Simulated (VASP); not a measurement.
Given:

```
SnS2
1.0
    1.85557    -3.21394     0.00000
    1.85557     3.21394     0.00000
    0.00000     0.00000     5.93010
Sn S
1 2
Cartesian
  0.00000   0.00000   0.00000
  1.85557   1.07132   1.48328
  1.85557  -1.07132   4.44682
```

All values below come from optB88-vdW, VASP's PBE PAW potentials (set 64) (plane waves; VASP). Run with 520 eV cut-off, Gaussian smearing of 0.050 eV, potentials Sn_d S.

Unless said otherwise, spin-orbit coupling is left out, though it shifts the bands of the heavy elements here.

### Question
Give the energies of bands 8 to 16 at the high-symmetry points, in eV from the valence-band maximum.

### Answer

```
band      Γ      M      K      A      L      H
----  -----  -----  -----  -----  -----  -----
8     -5.58  -6.79  -7.10  -4.64  -6.93  -7.02
9     -0.69  -4.13  -3.38  -1.83  -4.58  -3.88
10    -0.69  -2.61  -3.38  -0.78  -2.31  -3.88
11    -0.43  -2.47  -3.04  -0.78  -1.74  -3.41
12    -0.43  -1.01  -1.36  -0.29  -0.73  -0.34
13    -0.01  -0.33  -1.36  -0.29  -0.68  -0.34
14     1.48   1.52   1.78   2.67   1.28   2.71
15     3.54   4.37   6.76   3.57   4.61   5.27
16     5.23   5.93   6.76   4.98   5.50   5.27
```

The gap is indirect, 1.22 eV, from the valence maximum at K-Γ at 0.78 to the conduction minimum at L-M at 0.33.

Measured: gap 2.18 eV (computed value off by -0.96 eV), as given by Joseph M. Gonzalez et al., Physical Review B (2016), arXiv:1609.04381.

The compound is SnS2 in the 1T layered structure. It was relaxed first.
